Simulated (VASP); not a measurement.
Calculation: MS2 meta-GGA, VASP's PBE PAW potentials (set 64) (plane waves; VASP).

A VASP calculation is set up with these files.

File KPOINTS:
```
Automatic mesh
0
Gamma
11 11 11
0 0 0
```

INCAR:
```
ISIF  =  2   ! forces and stress, cell fixed
LWAVE  =  .FALSE.
ENCUT  =  520
ALGO  =  Normal
LORBIT  =  11   ! lm-projected
LREAL  =  .FALSE.
LCHARG  =  .FALSE.
EDIFF  =  1E-7   ! SCF stop (eV)
LASPH  =  .TRUE.   ! aspherical one-centre terms
ISMEAR  =  -5   ! tetrahedra, Bloechl
PREC  =  Accurate
NELM  =  100
LMIXTAU  =  .TRUE.
METAGGA  =  MS2
SYSTEM  =  NaF
NEDOS  =  601   ! DOS grid
```

**POSCAR**
```
NaF
1
    0.0000000000     2.2895202249     2.2895202249
    2.2895202249     0.0000000000     2.2895202249
    2.2895202249     2.2895202249     0.0000000000
Na F
1 1
Direct
  0.0000000000   0.0000000000   0.0000000000
  0.5000000000   0.5000000000   0.5000000000
```

**KPOINTS_OPT**
```
k-points along high-symmetry lines
10
Line-mode
Reciprocal
  0.000000   0.000000   0.000000 ! GAMMA
  0.500000   0.000000   0.500000 ! X

  0.500000   0.000000   0.500000 ! X
  0.625000   0.250000   0.625000 ! U

  0.375000   0.375000   0.750000 ! K
  0.000000   0.000000   0.000000 ! GAMMA

  0.000000   0.000000   0.000000 ! GAMMA
  0.500000   0.500000   0.500000 ! L

  0.500000   0.500000   0.500000 ! L
  0.500000   0.250000   0.750000 ! W

  0.500000   0.250000   0.750000 ! W
  0.500000   0.000000   0.500000 ! X
```

POTCAR, in this order: Na_pv F (PBE.64 set). Program: vasp_std.

Question: What does the run give for the energy per atom (σ→0), band gap (over mesh and band path)?

Answer: 
```
Quantity                                     Value
----------------------------------  --------------
energy per atom (σ→0)               -7.159 eV/atom
band gap (over mesh and band path)         6.84 eV
```

OSZICAR:
```
...
DAV:  20    -0.143171955619E+02   -0.13985E-05   -0.14185E-05  1247   0.529E-02    0.290E-03
DAV:  21    -0.143171985730E+02   -0.30111E-05   -0.17495E-06  1406   0.176E-02    0.437E-03
DAV:  22    -0.143171987598E+02   -0.18685E-06   -0.90757E-07  1271   0.107E-02    0.838E-04
DAV:  23    -0.143171997823E+02   -0.10225E-05   -0.39246E-08  1280   0.303E-03    0.516E-04
DAV:  24    -0.143171997334E+02    0.48872E-07   -0.10511E-08   646   0.129E-03
   1 F= -.14317200E+02 E0= -.14317200E+02  d E =0.000000E+00
       N       E                     dE             ncg
       N       E                     dE             ncg
```

The compound is NaF in the rock salt structure. It was relaxed first.
